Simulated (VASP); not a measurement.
Consider the following.

```xyz
6
Lattice="1.6039 -2.7780 0.0000 1.6039 2.7780 0.0000 0.0000 0.0000 12.9275" Properties=species:S:1:pos:R:3 pbc="T T T"
W      1.6039     0.9260     3.2319
W      1.6039    -0.9260     9.6956
Se     1.6039     0.9260    11.3380
Se     1.6039    -0.9260     4.8742
Se     1.6039    -0.9260     1.5895
Se     1.6039     0.9260     8.0532
```

Method: PBEsol GGA, VASP's PBE PAW potentials (set 64) (plane waves; VASP). Settings: 520 eV cut-off, 8×8×2 Γ-centred mesh, Gaussian smearing of 0.050 eV, potentials W_sv Se.

Without a dispersion term in the relaxation, distances and binding between the weakly bound layers, chains or molecules are unreliable, and so is what depends on them.

Problem. The ions and cell shape at fixed volume are relaxed. What does this cell relax into?

Solution. 
```xyz
6
Lattice="1.6236 -2.8121 0.0000 1.6236 2.8121 0.0000 0.0000 0.0000 12.6161" Properties=species:S:1:pos:R:3 pbc="T T T"
W      1.6236     0.9374     3.1540
W      1.6236    -0.9374     9.4621
Se     1.6236     0.9374    11.1432
Se     1.6236    -0.9374     4.8351
Se     1.6236    -0.9374     1.4729
Se     1.6236     0.9374     7.7810
```
Space group P6_3/mmc (194), at a tolerance of 0.03 Å.

Problem. How much energy does the relaxation gain?

Solution. The energy (σ→0) changes by -27.2 meV/atom, in 8 ionic steps.

```tsv
step	E(σ→0) (eV)	max force (eV/Å)	pressure (GPa)	volume (Å³)
1	-46.3337	1.139	10.00	115.20
2	-46.4391	0.071	4.16	115.20
3	-46.4421	0.094	4.95	115.20
4	-46.4842	0.064	3.79	115.20
5	-46.4970	0.031	2.81	115.20
6	-46.4970	0.029	2.77	115.20
7	-46.4971	0.018	2.54	115.20
8	-46.4971	0.000	2.63	115.20
```

The compound is WSe2 in the 2H layered structure. This cell is one point of a volume scan, at 0.94 of the reference volume. Symmetry was kept, so distortions that lower it aren't found.
